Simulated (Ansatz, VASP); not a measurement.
## Two plane-wave programs on RbMg3

Contents of INCAR:

```
PREC     = Accurate       # precision mode
ENCUT    = 520            # plane-wave cutoff, eV
EDIFF    = 1E-7           # SCF threshold, eV
ISMEAR   = 0              # smearing method
SIGMA    = 0.1            # smearing width, eV
LREAL    = F              # projectors in reciprocal space
LASPH    = T              # aspherical terms in the spheres
NELM     = 60             # most SCF steps
ALGO     = Fast           # electronic algorithm
ISIF     = 2              # what is computed and relaxed
LWAVE    = F              # write WAVECAR
LCHARG   = F              # write CHGCAR
GGA      = PE             # functional
NBANDS   = 16             # bands
```

The input KPOINTS:

```
regular mesh
0
Gamma
  4 4 4
```

The input POSCAR:

```
RbMg3
1.0
    4.3997470400      0.0000000000      0.0000000000
    0.0000000000      4.3997470400      0.0000000000
    0.0000000000      0.0000000000      4.3997470400
Rb Mg
1 3
Direct
    0.0000000000      0.0000000000      0.0000000000
    0.5000000000      0.0000000000      0.5000000000
    0.0000000000      0.5000000000      0.5000000000
    0.5000000000      0.5000000000      0.0000000000
```

Input for Ansatz:

```yaml
crystal:
  lattice:
    - [4.39974704, 0.0, 0.0]
    - [0.0, 4.39974704, 0.0]
    - [0.0, 0.0, 4.39974704]
  atoms:
    - { symbol: Rb, position: [0.0, 0.0, 0.0] }
    - { symbol: Mg, position: [0.5, 0.0, 0.5] }
    - { symbol: Mg, position: [0.0, 0.5, 0.5] }
    - { symbol: Mg, position: [0.5, 0.5, 0.0] }
basis:
  ecutwfc: 420
kpoints:
  mp_grid: { grid: [4, 4, 4] }
hamiltonian:
  xc: pbe
scf:
  occupations: { method: gaussian, width: 0.1 }
  lower_state_search: "off"
output:
  forces: true
  stress: true
  eigenvalues: true
```

Change from the starting cell: species swapped into the GaNi3 type (Pm-3m, No. 221).

Alike in both runs: task single point; functional PBE; k mesh 4 × 4 × 4; occupations gaussian, width 0.1 eV; no spin polarisation.

```csv
,VASP,Ansatz
version,VASP 6.6.1,Ansatz 0.2.0
potentials or method,"VASP PAW PBE potentials, release 64 (Rb_sv, Mg)","scalar-relativistic, plane waves, PAW"
plane-wave cutoff (eV),520,420
valence electrons in the cell,15,39
```

Ansatz gave:

```
gap on the k mesh at the Fermi level (eV) : none
pressure (GPa)                            : 18.7
```

Which values does VASP return?

gap on the k mesh at the Fermi level (eV): none; pressure (GPa): 18.8.

A gap of «none» marks a metal or a gap that the smearing closes. The two sets of potentials don't hold the same shells in valence.

Caveats: so large a pressure means that the cell lies far from this level's equilibrium, or that cutoff or potentials fall short (VASP).
